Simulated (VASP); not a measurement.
An input for Quantum ESPRESSO's pw.x (written as the equivalent of a VASP run, and not itself run):

```
&CONTROL
  calculation = 'vc-relax'
  pseudo_dir = './pseudo'
  outdir = './out'
  tprnfor = .true.
  tstress = .true.
  nstep = 50
  forc_conv_thr = 0.00039
/
&SYSTEM
  ibrav = 0
  nat = 4
  ntyp = 2
  ecutwfc = 98
  occupations = 'smearing'
  smearing = 'methfessel-paxton'
  degauss = 0.009996
  input_dft = 'pbe'
/
&ELECTRONS
  conv_thr = 7.3e-05
  electron_maxstep = 100
/
&IONS
/
&CELL
/
ATOMIC_SPECIES
  Al 26.982 Al.upf
  Ni 58.693 Ni.upf
CELL_PARAMETERS angstrom
     3.5193060    0.0000000    0.0000000
     0.0000000    3.5193060    0.0000000
     0.0000000    0.0000000    3.5193060
ATOMIC_POSITIONS crystal
  Al   0.0000000  0.0000000  0.0000000
  Ni   0.0000000  0.5000000  0.5000000
  Ni   0.5000000  0.0000000  0.5000000
  Ni   0.5000000  0.5000000  0.0000000
K_POINTS automatic
  6 6 6 0 0 0
```

Problem. Translate this input to VASP (INCAR, KPOINTS, POSCAR, choice of POTCAR).

Solution. Several could match; the one computed here: 
INCAR:
```
ALGO = Normal
EDIFF = 1E-03
EDIFFG = -0.01
ENCUT = 240
GGA = PE
IBRION = 2
ISIF = 3
ISMEAR = 1
LASPH = .True.
LCHARG = .False.
LMAXMIX = 4
LREAL = .False.
LWAVE = .False.
NELM = 100
NSW = 50
PREC = Accurate
SIGMA = 0.136
SYSTEM = Ni3Al
```

File POSCAR:
```
Ni3Al
1
    3.5193060000     0.0000000000     0.0000000000
    0.0000000000     3.5193060000     0.0000000000
    0.0000000000     0.0000000000     3.5193060000
Al Ni
1 3
Direct
  0.0000000000   0.0000000000   0.0000000000
  0.0000000000   0.5000000000   0.5000000000
  0.5000000000   0.0000000000   0.5000000000
  0.5000000000   0.5000000000   0.0000000000
```

File KPOINTS:
```
Automatic mesh
0
Gamma
6 6 6
0 0 0
```

POTCAR, in this order: Al Ni (PBE.64 set). Program: vasp_std.

What does not carry over: the potentials are each code's own (VASP's PAW set, PseudoDojo norm-conserving files in pw.x), so ENCUT and ecutwfc are chosen apart and not converted; conv_thr bounds pw.x's estimated SCF error, while EDIFF bounds the energy change between steps; forc_conv_thr acts on force components and is met together with etot_conv_thr.

The structure is a typed Ni3Al crystal. This run relaxes it. Symmetry was kept, so distortions that lower it aren't found. The k-mesh is coarse (spacing up to 0.30 per Å, 2π included), so the numbers may not be converged in it. The run is one of a series of settings (EDIFF = 1E-03, EDIFFG = -0.01, ENCUT = 240, IBRION = 2, ISIF = 3, ISPIN removed, the spin start removed, NSW = 50, KPOINTS 6×6×6 Γ-centred mesh against the base run), some of them coarse on purpose.
